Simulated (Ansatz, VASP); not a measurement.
# Zr3Tl: VASP beside Ansatz, part 2 of 2

Wanted: the spread between two codes on one cell, functional and k mesh. The cell is taken from a series of runs on this material, whose earlier steps may have relaxed, scaled, displaced or heated it; both programs get it as it stands.

VASP 6.6.1 and Ansatz 0.2.0.

So far: Starting point; VASP: zone-centre phonons, PBEsol.

## Step 3: Ansatz: zone-centre phonons, PBEsol

Level of this step: Ansatz beside VASP: Kohn-Sham DFT, plane waves, PBEsol (Ansatz).

Ansatz runs on its default PAW (the set named soft_2) files.

The same cell, functional, mesh and smearing now go to Ansatz, which takes its cutoff from its data sets.

File input.yaml:

```yaml
crystal:
  lattice:
    - [4.4190804967, 0.0, 0.0]
    - [0.0, 4.4190804967, 0.0]
    - [0.0, 0.0, 4.4190804967]
  atoms:
    - { symbol: Zr, position: [0.0, 0.5, 0.5] }
    - { symbol: Zr, position: [0.5, 0.0, 0.5] }
    - { symbol: Zr, position: [0.5, 0.5, 0.0] }
    - { symbol: Tl, position: [0.0, 0.0, 0.0] }
kpoints:
  mp_grid: { grid: [8, 8, 8] }
hamiltonian:
  xc: pbesol
scf:
  occupations: { method: methfessel_paxton, width: 0.15 }
output:
  eigenvalues: true
phonons:
  method: dfpt
  qmesh: [2, 2, 2]
  temperatures: { t_max: 1000, t_step: 50 }
  qpath:
    path:
      - [[0.0, 0.0, 0.0], [0.0, 0.5, 0.0], [0.5, 0.5, 0.0], [0.0, 0.0, 0.0], [0.5, 0.5, 0.5], [0.0, 0.5, 0.0]]
      - [[0.5, 0.5, 0.5], [0.5, 0.5, 0.0]]
    npoints: 12
```

Command:

```bash
$ ansatz run input.yaml --threads 2 --pin off --max-ram 5120MiB --backend cpu --events-out ev --progress --plain --runs-dir out
```

Numbers of over 12 decimals in the logs are rounded to 6 here.

Log:

```text
Engine: ansatz 0.2.0, x86_64-unknown-linux-gnu
Pseudopotentials: kind: paw
Pseudopotential: Zr, paw, valence charge 12, recommended cutoff 420 eV (normal), Zr.paw.azcp
Pseudopotential: Tl, paw, valence charge 13, recommended cutoff 420 eV (normal), Tl.paw.azcp
Functional definition: PBEsol
  exchange = pbesol_x
  correlation = pbesol_c
Crystal: 4 atoms, lattice volume = 86.297 Å³
Basis set: ecut = 420 eV, 1743 PW (Γ), exchange–correlation on 60×60×60 points (8 copies of the dense FFT grid, shifted against one another)
Bands: 30, of which v1, the nominal top of the filled ones, is band 25 counted from 1 (24 counted from 0)
Symmetry: 48 space group operations
k-points: 35 of 512
Non-local potential: Zr, projectors of the file, l = 0: 3, l = 1: 2, l = 2: 2, l = 3: 2
Non-local potential: Tl, projectors of the file, l = 0: 2, l = 1: 2, l = 2: 2, l = 3: 1
PAW form: soft (Blöchl's): semilocal exchange-correlation on the pseudo side does not see the compensation charge
PAW frozen core: Zr, regenerated for the run's functional, and the local potential with it (the file was generated under x = pbe(κ = 0.804, μ = 0.219515), c = pbe(β = 0.066725))
PAW frozen core: Tl, regenerated for the run's functional, and the local potential with it (the file was generated under x = pbe(κ = 0.804, μ = 0.219515), c = pbe(β = 0.066725))
PAW one-centre angular grid: Zr, 590 points (default); XC on 64 Gauss nodes
PAW one-centre angular grid: Tl, 590 points (default); XC on 64 Gauss nodes
Initial density: superposition of atomic densities (neutral atoms: chi_scale 0, normalization atom), corrected by the library's trained network
Initial wavefunctions: pseudopotential atomic-orbital guess
Functional: x = pbesol(κ = 0.804, μ = 0.123457), c = pbesol(β = 0.046)
SCF iter   1: F=—  HF=-23682.345217 eV  |F-HF|=—  |Δ(HF+E_count)|=         —  Δρ=3.82e-3  dr2=2.27e-2  ethr=1.77e-3  ⟨swp⟩=4.4  Hψ=4141  notcnv=0
preconditioner: auto → Kerker (q_TF=auto, 2.483 Å⁻¹)  [metal: Δε(μ)=0.028 eV  Ē_g=7.494 eV  σ=0.150 eV  W_gap=0.15  n_scr=26 (ndim 8)  ℏωp=20.0 eV  f_vac=0.000  D(μ)=2.78/eV (n_scr^D=18)]
SCF iter   2: F=—  HF=-23682.339938 eV  |F-HF|=—  |Δ(HF+E_count)|=   5.28e-3  S|Δr|=    0.00e0  Δρ=2.08e-3  dr2=8.38e-3  ethr=4.63e-5  ⟨swp⟩=1.1  Hψ=1332  notcnv=0
SCF iter   3: F=—  HF=-23682.337286 eV  |F-HF|=—  |Δ(HF+E_count)|=   2.65e-3  S|Δr|=    0.00e0  Δρ=4.59e-4  dr2=5.27e-4  ethr=1.71e-5  ⟨swp⟩=2.6  Hψ=1654  notcnv=0
SCF iter   4: F=—  HF=-23682.337104 eV  |F-HF|=—  |Δ(HF+E_count)|=   1.82e-4  S|Δr|=    0.00e0  Δρ=1.09e-4  dr2=9.89e-6  ethr=1.08e-6  ⟨swp⟩=2.0  Hψ=1308  notcnv=0
SCF iter   5: F=—  HF=-23682.337105 eV  |F-HF|=—  |Δ(HF+E_count)|=   1.04e-6  S|Δr|=    0.00e0  Δρ=2.03e-5  dr2=2.35e-7  ethr=2.02e-8  ⟨swp⟩=2.0  Hψ=1840  notcnv=0
SCF iter   6: F=—  HF=-23682.337102 eV  |F-HF|=—  |Δ(HF+E_count)|=   2.56e-6  S|Δr|=    0.00e0  Δρ=3.07e-6  dr2=5.04e-9  ethr=4.80e-10  ⟨swp⟩=2.2  Hψ=1509  notcnv=0
SCF iter   7: F=—  HF=-23682.337102 eV  |F-HF|=—  |Δ(HF+E_count)|=   1.62e-9  S|Δr|=    0.00e0  Δρ=5.87e-7  dr2=3.02e-10  ethr=1.03e-11  ⟨swp⟩=2.3  Hψ=1497  notcnv=0
SCF iter   8: F=-23682.337102 eV  HF=-23682.337102 eV  |F-HF|=7.28e-12  |Δ(HF+E_count)|=  1.46e-11  S|Δr|=    0.00e0  Δρ=9.63e-8  dr2=6.08e-12  ethr=1.00e-12  ⟨swp⟩=4.3  Hψ=5039  notcnv=0
SCF 1 converged in 8 iterations: F = -23682.337102 eV  dr2 = 6.08e-12
  greatest PAW one-centre occupation: 0.997 electrons in one spin orbital (limit 2), on the Zr atom at site 2 (counted from 0), in its partial waves of l = 0
phonons: the bands overlap, so this run is a metal and interpolates without the dipole-dipole term. If the crystal is really an insulator or semiconductor, its LO-TO splitting is missing
NSCF: frozen V_eff on 35 k-points
NSCF: frozen V_eff on 125 k-points
DFPT response loops at q = (0, 0, 0) (fractional): preconditioner auto → Kerker (q_TF=auto, 2.483 Å⁻¹) (partly filled bands, converged f_vac=0.000); β = 1.00, the filter's whole step (`scf.mixing.beta` (0.50) is not read by the response loops under this deck's `scf.mixing.preconditioner`; to damp them name `kerker` or `kerker_dos`, under which they read `scf.mixing.beta`, and type it under 1.00, their step now; both keys bind the ground state too); Broyden in place of MSR1
NSCF: frozen V_eff on 250 k-points
DFPT response loops at q = (0, 0, -0.5) (fractional): mixed as the last ones told, above
NSCF: frozen V_eff on 250 k-points
DFPT response loops at q = (0, -0.5, -0.5) (fractional): mixed as the last ones told, above
NSCF: frozen V_eff on 250 k-points
DFPT response loops at q = (-0.5, -0.5, -0.5) (fractional): mixed as the last ones told, above
SCF converged after 8 iterations
Stability not checked: this state was not tested for a lower state beside it, because cold or Methfessel-Paxton smearing, or corrected tetrahedra, fill the levels in a way that the test cannot read (fill_not_monotonic; see scf.lower_state_search)
Free energy (F): -23682.337102 eV
Harris-Foulkes:  -23682.337102 eV  (|F-HF|=7.28e-12)
Internal energy: -23682.340674 eV  (E = F + TS)
E sigma→0 (E₀):  -23682.337995 eV
Entropy (-TS):   0.003572 eV (0.893 meV/atom)
Fermi energy:    14.979139 eV
--- Per-component energies (eV) ---
  E_band       = -187.609276
  E_kinetic    = 1339.697009
  E_local      = -2484.042488  (includes V_loc(G=0)·N_el)
  E_nonlocal   = 565.606845
  E_hartree    = 815.591533
  E_xc         = -711.341131
  E_vxc        = -715.423297  (∫ρ·V_xc dr)
  E_paw        = -18721.811052  (= ΣΔE_a)
  E_vpaw       = -524.630580  (= ΣTr[D̂ρ^β])
  E_aug_tail   = 0.000104  (compensation charges beyond the density's cutoff)
  E_ewald      = -4486.576921
  E_core_change = 0.535426  (= ΣΔE_core)
  E_smearing   = 0.003572  (= −TS)
  E_closure    = -0.000000  (closes the sum)
  Σ components = -23682.337102   (vs F -23682.337102, Δ=0.00e0)
--- Band table (eV; the first three rows and the last of 35) ---
  k-point 0: bands = [... 21 lower, 13.5558, 13.5558, 13.5558, 15.9024, 15.9024, 15.9024, 17.5569, 17.5569, ... 1 higher]
  k-point 1: bands = [... 21 lower, 13.5575, 13.5625, 13.5876, 15.6450, 15.6450, 15.6748, 17.4176, 17.9402, ... 1 higher]
  k-point 2: bands = [... 21 lower, 13.5052, 13.6707, 13.9908, 15.4184, 15.4184, 15.5577, 17.0955, 18.1658, ... 1 higher]
  k-point 34: bands = [... 21 lower, 14.0081, 14.0081, 14.0081, 15.5952, 15.5952, 15.5952, 16.4876, 17.3565, ... 1 higher]
--- Phonons (Γ-DFPT): 3 representative perturbations + reference (Σ response iterations 9) ---
  ASR residual: 5.260e-5 → 0.000e0 eV/Å²; symmetrization residual: 3.171e-5 eV/Å²
  ASR residual per site (eV/Å²): 5.26e-5 5.26e-5 5.26e-5 3.58e-5
  Γ frequencies (cm⁻¹): 0.00 0.00 0.00 116.58 116.58 116.58 168.87 168.87 168.87 179.30 179.30 179.30
--- Phonons (arbitrary-q DFPT): 4 irreducible q on the 2×2×2 mesh ---
  q = [0.0000, 0.0000, 0.0000] (star 1, of the zone-centre solve; hermiticity 8.00e-6, symmetrization 2.47e-12): -0.00 -0.00 0.00 116.58 116.58 116.58 168.87 168.87 168.87 179.30 179.30 179.30
  q = [0.0000, 0.0000, -0.5000] (star 3, 7 solved perturbations in 775 linear systems a pass and spin channel, the states on 125 of 512 k-point pairs; hermiticity 4.46e-6, symmetrization 8.77e-13): 81.49 81.49 103.59 113.32 113.32 128.02 145.32 147.49 151.80 151.80 191.78 191.78
  q = [0.0000, -0.5000, -0.5000] (star 3, 7 solved perturbations in 775 linear systems a pass and spin channel, the states on 125 of 512 k-point pairs; hermiticity 5.72e-6, symmetrization 4.03e-13): 79.02 79.02 79.52 99.09 104.30 135.07 135.07 141.66 158.48 158.48 177.97 189.09
  q = [-0.5000, -0.5000, -0.5000] (star 1, 3 solved perturbations in 275 linear systems a pass and spin channel, the states on 125 of 512 k-point pairs; hermiticity 4.13e-7, symmetrization 4.32e-12): 38.65 38.65 60.59 60.59 60.59 131.67 131.67 131.67 158.36 158.36 158.36 187.92
  sum rule: each row above includes the acoustic sum rule's correction from the zone centre's row sums; it moved no ω² by more than (0.40 cm⁻¹)²
  mesh force constants: q→R imaginary residual 1.59e-17; ASR residual 5.260e-5 → 0.000e0 eV/Å²; symmetrization residual 5.329e-15 eV/Å²
  interpolated dispersion: 74 rows × 12 modes
  density of states and harmonic sums: on the 14×14×14 q-mesh, interpolated from the force constants of a 2×2×2 supercell (no non-analytic term)
  largest difference from the sums on the solved wave vectors: F 8.09e-2 eV, S 1.13e-4 and C_V 3.22e-5 eV/K
  zero-point energy: 0.095117 eV/cell   skipped modes (ω ≤ 0): 3   left out of the sums: 9.11e-5 of the cell's modes: C_V's classical limit lies that fraction below 3 k_B per atom; for a crystal, a wire or a layer, F and S can be off by more, and a phonons.interpolated_qmesh denser along its periods is the remedy for the sampling
```

The column dr2 measures how far the density is from self-consistency, as an energy; F and HF (Harris–Foulkes) agree once it is small.

## Step 4: Comparison

Known differences besides the potentials themselves: VASP's run holds the zone centre alone; the cutoff is 420 eV in Ansatz and 500 eV in VASP; Ansatz makes its cores anew for this functional, VASP keeps those of its PBE data sets. Total energies have different zeros and are not compared.

Compared:

| quantity | Ansatz | VASP | difference |
| --- | --- | --- | --- |
| optical mode 1 to 3 (cm⁻¹) | 116.6 | 116.9 | -0.26 % |
| optical mode 4 to 6 (cm⁻¹) | 168.9 | 169.2 | -0.18 % |
| optical mode 7 to 9 (cm⁻¹) | 179.3 | 180.4 | -0.59 % |

Modes are paired by rising frequency, not by their patterns, so a pair may set unlike modes beside each other; they are those without the splitting of longitudinal modes.

## Step 5: Outcome

```json
{"r.m.s. difference of the optical zone-centre modes, each program's sorted by frequency (zone-centre phonons, PBEsol)": "0.66 cm⁻¹", "difference in optical mode 7 to 9 (zone-centre phonons, PBEsol)": "-0.6 %"}
```

The r.m.s. difference of the optical zone-centre modes, each program's sorted by frequency is 0.66 cm⁻¹ (zone-centre phonons, PBEsol). Among the rows given in per cent, the largest difference of the zone-centre phonons, PBEsol pair is in optical mode 7 to 9, -0.6 %. How closely two codes agree says nothing of how well the functional describes the real material.

[Lines on the potential files, build, host, timing and source positions are cut from VASP's logs without a mark.]

[Logs are printed without paths, hosts, clocks, repeated set-up lines and the standing remarks that a program may print on its own settings, such as how far it seeks lower states.]

[Hosts, paths, dates, database ids (printed as entryN), source tags and the programs' standing remarks are cut or masked in the printed files.]
